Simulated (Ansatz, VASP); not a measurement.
CdBr: VASP beside Ansatz

```
Cd Br
1.0
     0.00000    3.07239    3.07239
     3.07239    0.00000    3.07239
     3.07239    3.07239    0.00000
Cd Br
1 1
Direct
  0.00000 0.00000 0.00000
  0.50000 0.50000 0.50000
```

The cell was built by a generator and needn't be a form met in nature.

Alike in both runs: task single point; functional HSE(alpha, omega); k mesh 4 × 4 × 4; occupations fermi-dirac, width 0.05 eV; no spin polarisation.

```csv
,VASP,Ansatz
version,VASP 6.6.1,Ansatz 0.2.0
potentials or method,"VASP PAW PBE potentials, release 64 (Cd, Br)",Ansatz PAW
plane-wave cutoff (eV),520,420
valence electrons in the cell,19,27
```

```csv
,VASP,Ansatz,Ansatz less VASP
gap on the k mesh at the Fermi level (eV),none,none,-
pressure (GPa),1.2,1.1,-0.06
```

A gap of «none» marks a metal or a gap that the smearing closes. With one functional, cell and mesh, what is left measures potentials, basis and numerics. The two sets of potentials don't hold the same shells in valence.

Caveats: the k mesh is coarse (spacing up to 0.44 Å⁻¹), so the values aren't converged, least of all with exact exchange; an odd number of electrons without spin polarisation forces a metal; a magnetic or distorted state may lie lower; the PAW data sets were made with another functional, which shifts forces and pressure a little (VASP); the PAW data sets come from PBE, with cores solved anew for the run's functional, which leaves a small shift of forces and pressure (Ansatz); the thresholds are loose for stress (Ansatz).
